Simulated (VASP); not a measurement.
MoN2: single point with PBE

Crystal: MoN2.

```
Mo N
1.0
     0.00000    2.45930    2.45930
     2.45930    0.00000    2.45930
     2.45930    2.45930    0.00000
Mo N
1 2
Direct
  0.00000 0.00000 0.00000
  0.25000 0.25000 0.25000
  0.75000 0.75000 0.75000
```

Measurements of this composition are mostly on another form, of space group No. 160.

| Item | Value |
| --- | --- |
| Program | VASP 6.6.1 |
| Task | single point |
| Functional | PBE |
| Potentials or basis | VASP PAW PBE potentials, release 64 (Mo_sv, N) |
| Cutoff | 520 eV |
| k mesh | 12 × 12 × 12 |
| Occupations | fermi-dirac, width 0.05 eV |
| Spin | no spin polarisation |
| Dipole correction | no |
| Further INCAR settings | ALGO = Normal; EDIFF = 1e-07; NBANDS = 19 |

```yaml
Pressure: 0.3 GPa
Band_gap_on_the_k_mesh: none (metal or under the smearing width)
```

Levels at points of the mesh, in eV from the Fermi level:
| k point | band 8 | band 9 | band 10 | band 11 | band 12 | band 13 | band 14 | band 15 | band 16 | band 17 |
| --- | --- | --- | --- | --- | --- | --- | --- | --- | --- | --- |
| (0.00, 0.00, 0.00) | -7.04 | -7.04 | -0.72 | -0.72 | 0.08 | 0.08 | 0.08 | 6.92 | 6.92 | 6.92 |
| (0.50, 0.00, 0.00) | -5.94 | -2.88 | -2.66 | -1.87 | -1.87 | -0.14 | -0.14 | 3.19 | 6.27 | 6.27 |
| (0.50, 0.50, 0.00) | -4.20 | -4.20 | -2.72 | -2.72 | 0.36 | 0.75 | 1.12 | 3.43 | 5.09 | 5.09 |

Run time: 38 s on 1 thread of Intel(R) Xeon(R) Platinum 8559C (Emerald Rapids) (shared host), peak memory 0.17 GiB.
